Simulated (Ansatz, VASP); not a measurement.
# BeH2 in two plane-wave programs, part 2 of 2

Aim: how closely do two programs agree when they are given the same cell, functional and k mesh? The cell is generated by rule, not measured, and may not be a known phase. The cell is taken from a series of runs on this material, whose earlier steps may have relaxed, scaled, displaced or heated it; both programs get it as it stands.

VASP 6.6.1 and Ansatz 0.2.0.

So far: Set-up; VASP: zone-centre phonons, PBEsol.

## Step 2: VASP: zone-centre phonons, PBEsol (continued)

Level of this step: PBEsol; plane waves and PAW (Be_sv_GW, H_GW); invented cell (VASP).

Numbers of over 12 decimals in the logs are rounded to 6 here.

OUTCAR, selected parts (step 2):

```text
ion  position               nearest neighbor table
   1  0.000  0.000  0.000-   2 1.71   3 1.71   2 1.71   3 1.71   3 1.71   2 1.71
   2  0.333  0.667  0.160-   1 1.71   1 1.71   1 1.71
   3  0.667  0.333  0.840-   1 1.71   1 1.71   1 1.71

  LATTYP: Found a hexagonal cell.
 ALAT       =     2.6162989530
 C/A-ratio  =     1.9249329264

 Subroutine GETGRP returns: Found 12 space group operations
 (whereof 12 operations were pure point group operations)

The static configuration has the point symmetry D_3d.

 Found    266 irreducible k-points:

   k-points           NKPTS =    266   k-points in BZ     NKDIM =    266   number of bands    NBANDS=      9

   dimension x,y,z NGX =    28 NGY =   28 NGZ =   48
   dimension x,y,z NGXF=    56 NGYF=   56 NGZF=   96

   ENCUT  =  860.0 eV  63.21 Ry    7.95 a.u.   6.26  6.26 12.04*2*pi/ulx,y,z

   NELECT =       6.0000    total number of electrons

 k-points in reciprocal lattice and weights: Automatic mesh
   0.00000000  0.00000000  0.00000000       0.000
   0.05555556 -0.00000000  0.00000000       0.002
   0.11111111 -0.00000000  0.00000000       0.002
   0.16666667  0.00000000  0.00000000       0.002
   0.22222222 -0.00000000  0.00000000       0.002
   0.27777778  0.00000000  0.00000000       0.002
   0.33333333 -0.00000000  0.00000000       0.002
   0.38888889  0.00000000  0.00000000       0.002
   0.44444444 -0.00000000  0.00000000       0.002
[...]
0.33333333  0.27777778  0.50000000       0.005
   0.33333333  0.33333333  0.50000000       0.001

 average (electrostatic) potential at core
       1 -61.7891       2 -33.5867       3 -33.5867

  Total       -2.9225168     -2.9225168     -0.0784079     -0.0000000      0.0000000     -0.0000000
  in kB     -156.8408795   -156.8408795     -4.2078669     -0.0000000      0.0000000     -0.0000000
  external PRESSURE =    -105.9632086 kB  Pullay stress =       0.0000000 kB

  energy-cutoff  :      860.00
  volume of cell :       29.85
      direct lattice vectors                 reciprocal lattice vectors
     2.616298953  0.000000000  0.000000000     0.382219317  0.220674426  0.000000000
    -1.308149476  2.265781357  0.000000000     0.000000000  0.441348852  0.000000000
     0.000000000  0.000000000  5.036200000     0.000000000  0.000000000  0.198562408

 POSITION                                       TOTAL-FORCE (eV/Angst)
 -----------------------------------------------------------------------------------
      0.00000      0.00000      0.00000         0.000000      0.000000      0.000000
     -0.00000      1.51052      0.80395         0.000000     -0.000000     -0.010658
      1.30815      0.75526      4.23225        -0.000000      0.000000      0.010658
 -----------------------------------------------------------------------------------
    total drift:                               -0.000000     -0.000000      0.000000

 MACROSCOPIC STATIC DIELECTRIC TENSOR (including local field effects in DFT)
 ------------------------------------------------------
           5.104105     0.000000     0.000000
           0.000000     5.104105    -0.000000
           0.000000    -0.000000     2.233630
 ------------------------------------------------------

 PIEZOELECTRIC TENSOR (including local field effects)  for field in x, y, z        (C/m^2)
          XX          YY          ZZ          XY          YZ          ZX
  --------------------------------------------------------------------------------
  x     0.00000     0.00000     0.00000     0.00000     0.00000     0.00000
  y     0.00000     0.00000     0.00000     0.00000     0.00000     0.00000
  z     0.00000     0.00000     0.00000     0.00000     0.00000     0.00000

 BORN EFFECTIVE CHARGES (including local field effects) (in |e|, cummulative output)
 ---------------------------------------------------------------------------------
 ion    1
    1     2.39129     0.00000    -0.00000
    2     0.00000     2.39129     0.00000
    3    -0.00000     0.00000     0.46738
 ion    2
    1    -1.19564    -0.00000     0.00000
    2    -0.00000    -1.19564     0.00000
    3     0.00000     0.00000    -0.23369
 ion    3
    1    -1.19564    -0.00000     0.00000
    2    -0.00000    -1.19564     0.00000
    3     0.00000     0.00000    -0.23369

 Eigenvectors and eigenvalues of the dynamical matrix
 ----------------------------------------------------

   1 f  =   34.945605 THz   219.569710 2PiTHz 1165.659902 cm-1   144.523343 meV
             X         Y         Z           dx          dy          dz
      0.000000  0.000000  0.000000     0.000000    0.000000   -0.000000
     -0.000000  1.510521  0.803949     0.000000    0.000000   -0.707107
      1.308149  0.755260  4.232251    -0.000000   -0.000000    0.707107

   2 f  =   34.722797 THz   218.169766 2PiTHz 1158.227825 cm-1   143.601884 meV
             X         Y         Z           dx          dy          dz
      0.000000  0.000000  0.000000     0.000000    0.000000   -0.000000
     -0.000000  1.510521  0.803949    -0.582988   -0.400156   -0.000000
      1.308149  0.755260  4.232251     0.582988    0.400156    0.000000

   3 f  =   34.722797 THz   218.169766 2PiTHz 1158.227824 cm-1   143.601884 meV
             X         Y         Z           dx          dy          dz
      0.000000  0.000000  0.000000     0.000000   -0.000000    0.000000
     -0.000000  1.510521  0.803949     0.400156   -0.582988    0.000000
      1.308149  0.755260  4.232251    -0.400156    0.582988   -0.000000

   4 f  =   32.630779 THz   205.025233 2PiTHz 1088.445636 cm-1   134.949999 meV
             X         Y         Z           dx          dy          dz
      0.000000  0.000000  0.000000     0.000000    0.000000    0.426498
     -0.000000  1.510521  0.803949    -0.000000   -0.000000   -0.639570
      1.308149  0.755260  4.232251     0.000000    0.000000   -0.639570

   5 f  =   12.231957 THz    76.855650 2PiTHz  408.014152 cm-1    50.587285 meV
             X         Y         Z           dx          dy          dz
      0.000000  0.000000  0.000000     0.340818    0.233933    0.000000
     -0.000000  1.510521  0.803949    -0.530846   -0.364365    0.000000
      1.308149  0.755260  4.232251    -0.530846   -0.364365    0.000000

   6 f  =   12.231957 THz    76.855650 2PiTHz  408.014152 cm-1    50.587285 meV
             X         Y         Z           dx          dy          dz
      0.000000  0.000000  0.000000    -0.233933    0.340818   -0.000000
     -0.000000  1.510521  0.803949     0.364365   -0.530846   -0.000000
      1.308149  0.755260  4.232251     0.364365   -0.530846   -0.000000

   7 f/i=    0.012577 THz     0.079024 2PiTHz    0.419528 cm-1     0.052015 meV
             X         Y         Z           dx          dy          dz
      0.000000  0.000000  0.000000     0.000000   -0.000000   -0.904488
     -0.000000  1.510521  0.803949     0.000000   -0.000000   -0.301580
      1.308149  0.755260  4.232251     0.000000   -0.000000   -0.301580

   8 f/i=    0.172130 THz     1.081528 2PiTHz    5.741654 cm-1     0.711874 meV
             X         Y         Z           dx          dy          dz
      0.000000  0.000000  0.000000    -0.515547    0.750553   -0.000000
     -0.000000  1.510521  0.803949    -0.165498    0.240938   -0.000000
      1.308149  0.755260  4.232251    -0.165498    0.240938   -0.000000

   9 f/i=    0.172130 THz     1.081528 2PiTHz    5.741654 cm-1     0.711874 meV
             X         Y         Z           dx          dy          dz
      0.000000  0.000000  0.000000    -0.750553   -0.515547   -0.000000
     -0.000000  1.510521  0.803949    -0.240938   -0.165498   -0.000000
      1.308149  0.755260  4.232251    -0.240938   -0.165498   -0.000000

 MACROSCOPIC STATIC DIELECTRIC TENSOR IONIC CONTRIBUTION
 ------------------------------------------------------
          35.843280     0.000000     0.000000
           0.000000    35.843280     0.000000
           0.000000     0.000000     0.185496
 ------------------------------------------------------

 ELASTIC MODULI CONTR FROM IONIC RELAXATION (kBar)
 Direction    XX          YY          ZZ          XY          YZ          ZX
 --------------------------------------------------------------------------------
 XX        -133.8645      7.3495   -150.1419     -0.0000   -155.2329     -0.0000
 YY           7.3495   -133.8645   -150.1419     -0.0000    155.2329      0.0000
 ZZ        -150.1419   -150.1419   -356.3621     -0.0000     -0.0000      0.0000
 XY          -0.0000     -0.0000     -0.0000    -70.6070      0.0000   -155.3056
 YZ        -155.2329    155.2329     -0.0000      0.0000   -341.2870     -0.0000
 ZX          -0.0000      0.0000      0.0000   -155.3056     -0.0000   -341.6070
 --------------------------------------------------------------------------------

 PIEZOELECTRIC TENSOR IONIC CONTR  for field in x, y, z        (C/m^2)
          XX          YY          ZZ          XY          YZ          ZX
  --------------------------------------------------------------------------------
  x     0.00000    -0.00000     0.00000     0.00000     0.00000     0.00000
  y     0.00000    -0.00000    -0.00000    -0.00000     0.00000    -0.00000
  z    -0.00000    -0.00000    -0.00000     0.00000    -0.00000     0.00000
```

## Step 3: Ansatz: zone-centre phonons, PBEsol

Ansatz runs on its default PAW (the set named soft_2) files.

The same cell, functional and mesh now go to Ansatz, which takes its cutoff from its data sets.

input.yaml

```yaml
crystal:
  lattice:
    - [2.616298953, 0.0, 0.0]
    - [-1.308149476, 2.265781357, 0.0]
    - [0.0, 0.0, 5.0362]
  atoms:
    - { symbol: Be, position: [0.0, 0.0, 0.0] }
    - { symbol: H, position: [0.333333333, 0.666666667, 0.1596339806] }
    - { symbol: H, position: [0.666666667, 0.333333333, 0.8403660194] }
hamiltonian:
  xc: pbesol
  pseudopotentials: { kind: paw }
kpoints:
  mp_grid: { grid: [18, 18, 8] }
scf:
  occupations: { method: fixed }
phonons:
  method: dfpt
  qpoints: [[0, 0, 0]]
  dielectric: true
  rigid_motions: translations
```

On the command line:

```bash
> ansatz run input.yaml --threads 4 --pin off --max-ram 9216MiB --backend cpu --events-out ev --progress --plain --runs-dir out
```

What it wrote:

```text
Engine: ansatz 0.2.0, x86_64-unknown-linux-gnu
Pseudopotentials: kind: paw
Pseudopotential: Be, paw, valence charge 2, recommended cutoff 420 eV (normal), Be.paw.azcp
Pseudopotential: H, paw, valence charge 1, recommended cutoff 420 eV (normal), H.paw.azcp
Functional definition: PBEsol
  exchange = pbesol_x
  correlation = pbesol_c
Crystal: 3 atoms, lattice volume = 29.854 Å³
Basis set: ecut = 420 eV, 623 PW (Γ), exchange–correlation on 36×36×72 points (8 copies of the dense FFT grid, shifted against one another)
Bands: 6, of which v1, the nominal top of the filled ones, is band 2 counted from 1 (1 counted from 0)
Symmetry: 12 space group operations
k-points: 695 of 2592 (irreducible under 2 space group operations, time reversal used)
Non-local potential: Be, projectors of the file, l = 0: 2, l = 1: 2, l = 2: 1
Non-local potential: H, projectors of the file, l = 0: 2, l = 1: 1
PAW form: soft (Blöchl's): semilocal exchange-correlation on the pseudo side does not see the compensation charge
PAW frozen core: Be, regenerated for the run's functional, and the local potential with it (the file was generated under x = pbe(κ = 0.804, μ = 0.219515), c = pbe(β = 0.066725))
PAW one-centre angular grid: Be, 110 points (default); XC on 64 Gauss nodes
PAW one-centre angular grid: H, 110 points (default); XC on 64 Gauss nodes
Initial density: superposition of atomic densities (neutral atoms: chi_scale 0, normalization atom), corrected by the library's trained network
Initial wavefunctions: pseudopotential atomic-orbital guess
Functional: x = pbesol(κ = 0.804, μ = 0.123457), c = pbesol(β = 0.046)
SCF iter   1: F=—  HF=-121.170799 eV  |F-HF|=—  |Δ(HF+E_count)|=         —  Δρ=5.57e-3  dr2=6.35e-3  ethr=1.77e-3  ⟨swp⟩=5.2  Hψ=34855  notcnv=0  defer=1293
preconditioner: auto → none  [insulator: Δε(μ)=3.963 eV  Ē_g=11.770 eV  n_scr=2 (ndim 8)  ℏωp=13.6 eV  f_vac=0.112  ε∞_Penn≈2.3]
SCF iter   2: F=—  HF=-121.169662 eV  |F-HF|=—  |Δ(HF+E_count)|=   1.14e-3  Δρ=2.09e-3  dr2=9.01e-4  ethr=1.59e-4  ⟨swp⟩=2.0  Hψ=10762  notcnv=0  defer=1325
SCF iter   3: F=—  HF=-121.169671 eV  |F-HF|=—  |Δ(HF+E_count)|=   9.11e-6  Δρ=1.56e-4  dr2=5.39e-6  ethr=2.25e-5  ⟨swp⟩=2.9  Hψ=6916  notcnv=0  defer=1354
SCF iter   4: F=—  HF=-121.169681 eV  |F-HF|=—  |Δ(HF+E_count)|=   9.76e-6  Δρ=4.85e-5  dr2=6.33e-7  ethr=1.35e-7  ⟨swp⟩=2.1  Hψ=6031  notcnv=0  defer=755
SCF iter   5: F=—  HF=-121.169681 eV  |F-HF|=—  |Δ(HF+E_count)|=   2.71e-7  Δρ=5.53e-6  dr2=2.77e-8  ethr=1.58e-8  ⟨swp⟩=2.1  Hψ=5526  notcnv=0  defer=36
SCF iter   6: F=—  HF=-121.169681 eV  |F-HF|=—  |Δ(HF+E_count)|=   9.64e-9  Δρ=6.51e-7  dr2=3.93e-10  ethr=6.94e-10  ⟨swp⟩=1.9  Hψ=5365  notcnv=0  defer=36
SCF iter   7: F=-121.169681 eV  HF=-121.169681 eV  |F-HF|=2.76e-12  |Δ(HF+E_count)|=  3.13e-10  Δρ=3.72e-8  dr2=1.17e-12  ethr=2.50e-12  ⟨swp⟩=7.5  Hψ=22710  notcnv=0
SCF 1 converged in 7 iterations: F = -121.169681 eV  dr2 = 1.17e-12
  greatest PAW one-centre occupation: 0.330 electrons in one spin orbital (limit 2), on the H atom at site 2 (counted from 0), in its partial waves of l = 0
DFPT response loops at Γ: preconditioner auto → none (the input reference at scf.mixing.eps_inf says where Resta's filter doesn't serve); β = 0.50; Broyden in place of MSR1
SCF converged after 7 iterations
Free energy (F): -121.169681 eV
Harris-Foulkes:  -121.169681 eV  (|F-HF|=2.76e-12)
Internal energy: -121.169681 eV  (E = F + TS)
E sigma→0 (E₀):  -121.169681 eV
Fermi energy:    -1.621006 eV
--- Per-component energies (eV) ---
  E_band       = -18.380474
  E_kinetic    = 43.290578
  E_local      = -68.480082  (includes V_loc(G=0)·N_el)
  E_nonlocal   = 6.429901
  E_hartree    = 22.033061
  E_xc         = -35.448443
  E_vxc        = -41.468306  (∫ρ·V_xc dr)
  E_paw        = -57.818770  (= ΣΔE_a)
  E_vpaw       = -2.216463  (= ΣTr[D̂ρ^β])
  E_aug_tail   = -0.002230  (compensation charges beyond the density's cutoff)
  E_ewald      = -31.183227
  E_core_change = 0.009531  (= ΣΔE_core)
  E_smearing   = -0.000000  (= −TS)
  E_closure    = 0.000000  (closes the sum)
  Σ components = -121.169681   (vs F -121.169681, Δ=0.00e0)
--- Band table (eV; the first three rows and the last of 695) ---
  k-point 0: bands = ["-9.4817", "-4.1882", "3.6178", "12.2516", "12.2516", "13.9721"]
  k-point 1: bands = ["-9.4659", "-4.2728", "3.9071", "12.2532", "12.2532", "13.4888"]
  k-point 2: bands = ["-9.4270", "-4.4679", "4.7110", "11.6942", "12.2568", "12.2568"]
  k-point 694: bands = ["-5.5920", "-1.7314", "3.3693", "4.5502", "8.2027", "8.8798"]
--- Phonons (Γ-DFPT): 4 representative perturbations + reference, on 695 of 2592 k-points (Σ response iterations 14) ---
  k mesh reduced under 2 symmetry operations, with k and −k counted as one. Each operation leaves every solved perturbation unchanged. A smaller set is not considered because the run solves the response to a homogeneous field
  ASR residual: 4.361e-5 → 0.000e0 eV/Å²; symmetrization residual: 3.728e-6 eV/Å²
  ASR residual per site (eV/Å²): 4.36e-5 1.40e-5 1.40e-5
  Γ frequencies (cm⁻¹): 0.00 0.00 0.00 394.91 394.91 1084.13 1150.14 1150.14 1160.08
  ε∞ (high-frequency dielectric tensor):
        5.088186     0.000000    -0.000000
        0.000000     5.088186     0.000000
       -0.000000     0.000000     2.233754
  ε⁰ (static dielectric tensor: ions relaxed, cell fixed):
       41.878680     0.000000     0.000000
        0.000000    41.878680    -0.000000
        0.000000    -0.000000     2.421086
  ε⁰ − ε∞ (ionic part):
       36.790494     0.000000     0.000000
        0.000000    36.790494    -0.000000
        0.000000    -0.000000     0.187332
  softest optical mode at Γ: 394.91 cm⁻¹; the repairs (sum rule, projections) moved no ω² at Γ by more than (3.58 cm⁻¹)²
  Born effective charges Z* (e; rows j = field, columns β = displacement):
    site 0:
         2.39479    0.00000   -0.00000
        -0.00000    2.39479   -0.00000
        -0.00000    0.00000    0.46913
    site 1:
        -1.19740   -0.00000    0.00000
         0.00000   -1.19740    0.00000
         0.00000   -0.00000   -0.23456
    site 2:
        -1.19740   -0.00000    0.00000
         0.00000   -1.19740    0.00000
        -0.00000   -0.00000   -0.23456
  Z* charge neutrality: 6.503e-5 e pre-enforcement
  k-mesh period / interband length: 47.1 Å / 1.79 Å = 26.32 at k = (0.1111, 0.3333, -0.3750), direct gap 4.381 eV — 14 or more, which is no proof of convergence
  optical modes at Γ without the LO–TO term, one row a degenerate level:
      ω (cm⁻¹)  modes    IR ((D/Å)²/amu)
        394.91      2           160.6244
       1084.13      1             3.0820
       1150.14      2             0.0000
       1160.08      1             0.0000
  optical modes at Γ + LO–TO along q̂ = [1.0000, 0.0000, 0.0000]:
      ω (cm⁻¹)  modes    IR ((D/Å)²/amu)
        394.91      1            80.3122
       1084.13      1             3.0820
[...]
optical modes at Γ + LO–TO along q̂ = [0.0000, 1.0000, 0.0000]:
      ω (cm⁻¹)  modes    IR ((D/Å)²/amu)
[...]
1084.13      1             3.0820
       1132.96      1            80.3122
       1150.14      2             0.0000
       1160.08      1             0.0000
  optical modes at Γ + LO–TO along q̂ = [0.0000, 0.0000, 1.0000]:
      ω (cm⁻¹)  modes    IR ((D/Å)²/amu)
        394.91      2           160.6244
       1128.68      1             3.0820
       1150.14      2             0.0000
       1160.08      1             0.0000
--- Phonons (arbitrary-q DFPT): 1 explicit q-point ---
  q = [0, 0, 0] (of the zone-centre solve; hermiticity 5.24e-7, symmetrization 3.02e-7): -0.00 -0.00 0.00 394.91 394.91 1084.13 1150.14 1150.14 1160.08
  sum rule: each row above includes the acoustic sum rule's correction from the zone centre's row sums; it moved no ω² by more than (1.94 cm⁻¹)²
```

## Step 4: Side by side

Known differences besides the potentials themselves: fixed occupations in Ansatz, narrow Gaussian smearing in VASP; the data sets hold 4 valence electrons in Ansatz (default PAW (the set named soft_2) files) and 6 in VASP; the cutoff is 420 eV in Ansatz and 860 eV in VASP; Ansatz makes its cores anew for this functional, VASP keeps those of its PBE data sets; VASP leaves aspherical gradient terms in its spheres out (LASPH is not set), Ansatz keeps them. Total energies have different zeros and are not compared.

Both answers:

| quantity | Ansatz | VASP | difference |
| --- | --- | --- | --- |
| ε∞ xx | 5.09 | 5.10 | -0.31 % |
| ε∞ yy | 5.09 | 5.10 | -0.31 % |
| ε∞ zz | 2.23 | 2.23 | +0.01 % |
| Born charge of Be1 (mean of the diagonal) (e) | 1.75 | 1.75 | 0.00 |
| Born charge of H2 (mean of the diagonal) (e) | -0.88 | -0.87 | 0.00 |
| optical mode 1 to 2 (cm⁻¹) | 394.9 | 408.0 | -3.21 % |
| optical mode 3 (cm⁻¹) | 1084.1 | 1088.4 | -0.40 % |
| optical mode 4 to 5 (cm⁻¹) | 1150.1 | 1158.2 | -0.70 % |
| optical mode 6 (cm⁻¹) | 1160.1 | 1165.7 | -0.48 % |

Modes are paired by rising frequency and degeneracy, not by their patterns, so a pair may still set unlike modes beside each other.

## Step 5: Other set-ups

Further runs change the set-up of one program: Ansatz's method, potentials or start, or VASP's data sets, cutoff or form of LDA. The table gives Ansatz less VASP for each quantity, since a change that brings one quantity closer may part another.

```
                                                       run  ε∞ xx (%)  ε∞ yy (%)  ε∞ zz (%)  optical mode 1 to 2 (%)  optical mode 3 (%)  optical mode 4 to 5 (%)
                                                  as above      -0.31      -0.31     0.0076                     -3.2               -0.40                    -0.70
VASP with the data sets Be and H_h and a cutoff of 1120 eV       0.12       0.12      0.014                     -6.8               -0.48                    -0.83
```

## Step 6: Outcome

```
r.m.s. difference of the optical zone-centre modes, each program's sorted by frequency (zone-centre phonons, PBEsol) : 9.3 cm⁻¹
difference in optical mode 1 to 2 (zone-centre phonons, PBEsol)                                                      : -3.2 %
```

The r.m.s. difference of the optical zone-centre modes, each program's sorted by frequency is 9.3 cm⁻¹ (zone-centre phonons, PBEsol). Among the rows given in per cent, the largest difference of the zone-centre phonons, PBEsol pair is in optical mode 1 to 2, -3.2 %. Zone-centre phonons, PBEsol, VASP with the data sets Be and H_h and a cutoff of 1120 eV: the difference in ε∞ xx goes from -0.31 to 0.12 %; the difference in ε∞ yy goes from -0.31 to 0.12 %; the difference in ε∞ zz goes from 0.0076 to 0.014 %; the difference in optical mode 1 to 2 goes from -3.2 to -6.8 %. How closely two codes agree says nothing of how well the functional describes the real material.

[Lines on the potential files, build, host, timing and source positions are cut from VASP's logs without a mark.]

[Logs are printed without paths, hosts, clocks, repeated set-up lines and the standing remarks that a program may print on its own settings, such as how far it seeks lower states.]

[Hosts, paths, dates, database ids (printed as entryN), source tags and the programs' standing remarks are cut or masked in the printed files.]
